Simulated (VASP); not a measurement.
Level of theory: vdW-DF2, VASP's PBE PAW potentials (set 64) (plane waves; VASP).

VASP ran on this input.

File KPOINTS:
```
Automatic mesh
0
Gamma
16 16 16
0 0 0
```

POSCAR:
```
W
2.7536950
 -0.5773502919   0.5773502919   0.5773502919
  0.5773502919  -0.5773502919   0.5773502919
  0.5773502919   0.5773502919  -0.5773502919
W
1
direct
  0.0000000000   0.0000000000   0.0000000000
```

INCAR:
```
AGGAC = 0.0
ALGO = Normal
EDIFF = 1E-7
ENCUT = 520
GGA = ML
ISIF = 2
ISMEAR = 1
LASPH = .TRUE.
LCHARG = .FALSE.
LMAXMIX = 6
LREAL = .FALSE.
LUSE_VDW = .TRUE.
LWAVE = .FALSE.
NELM = 100
PREC = Accurate
SIGMA = 0.1
SYSTEM = W
ZAB_VDW = -1.8867
```

POTCAR, in this order: W_sv (PBE.64 set). Program: vasp_std.

Task: What will the output report for the number of irreducible k-points (NKPTS), largest plane-wave count, number of space-group operations, FFT grid (NGX, NGY, NGZ)?

Result: 
number of irreducible k-points (NKPTS): 145
largest plane-wave count: 456
number of space-group operations: 48
FFT grid (NGX, NGY, NGZ): 20 × 20 × 20

The compound is W in the bcc structure. This cell is one point of a volume scan, at 0.94 of the reference volume.
